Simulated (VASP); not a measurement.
Shape and ions are relaxed at each volume.

Here is the system:

```cif
data_Mo2Si4
_chemical_formula_sum 'Si4 Mo2'
_space_group_name_H-M_alt 'I4/mmm'
_space_group_IT_number 139
_space_group_name_Hall '-I 4 2'
_cell_length_a 3.19055
_cell_length_b 3.19055
_cell_length_c 7.81664
_cell_angle_alpha 90.000
_cell_angle_beta 90.000
_cell_angle_gamma 90.000
loop_
_atom_site_label
_atom_site_type_symbol
_atom_site_symmetry_multiplicity
_atom_site_Wyckoff_symbol
_atom_site_fract_x
_atom_site_fract_y
_atom_site_fract_z
_atom_site_occupancy
Si1 Si 4 e 0.00000 0.00000 0.33461 1
Mo1 Mo 2 a 0.00000 0.00000 0.00000 1
```
(The calculation used a cell of 3 atoms; values per cell refer to that cell.)

All values below come from PBE GGA with D3 dispersion (zero damping), VASP's PBE PAW potentials (set 64) (plane waves; VASP). Settings: 520 eV cut-off, 13×13×13 Γ-centred mesh, first-order Methfessel-Paxton smearing of 0.10 eV, potentials Si Mo_sv.

Q: Give the energy at these volumes per atom, relative to the lowest: 12.46, 12.85, 13.25, 13.65, 14.05 Å³.

A: 37.7, 9.1, 0.0, 7.4, 28.8 meV/atom. A third-order Birch-Murnaghan fit gives B0 = 220 GPa and B0′ = 4.5.

The compound is MoSi2 in the MoSi2 type structure. It was relaxed first.
